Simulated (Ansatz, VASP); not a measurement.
## TaSiO4: VASP beside Ansatz

```
CELL_PARAMETERS angstrom
3.48169 0.00000 0.00000
0.00000 3.48169 0.00000
0.00000 0.00000 4.92981
ATOMIC_POSITIONS crystal
Ta 0.50000 0.50000 0.50000
Si 0.00000 0.00000 0.00000
O 0.50000 0.00000 0.74581
O 0.00000 0.50000 0.25419
O 0.50000 0.00000 0.25419
O 0.00000 0.50000 0.74581
```

Change from the starting cell: species swapped into the GdYH4 type (P4/mmm, No. 123).

Alike in both runs: task single point; functional PBE; k mesh 6 × 6 × 4; occupations gaussian, width 0.1 eV; no spin polarisation.

```csv
,VASP,Ansatz
version,VASP 6.6.1,Ansatz 0.2.0
potentials or method,"VASP PAW PBE potentials, release 64 (Ta_pv, Si, O)","scalar-relativistic, plane waves, PAW"
plane-wave cutoff (eV),520,420
valence electrons in the cell,39,41
```

```tsv
	VASP	Ansatz	Ansatz less VASP
gap on the k mesh at the Fermi level (eV)	none	none	-
pressure (GPa)	-6.5	-7.0	-0.46
largest component of the traceless stress (GPa)	3.02	3.03	+0.005
rms of the force components (eV/Å)	0.438	0.421	-0.0166
```

Atom by atom the forces differ by 0.017 eV/Å (rms over components). A gap of «none» marks a metal or a gap that the smearing closes. The two sets of potentials don't hold the same shells in valence.

Caveats: an odd number of electrons without spin polarisation forces a metal; a magnetic or distorted state may lie lower. Spin-orbit coupling is left out, which matters for the levels of Ta.
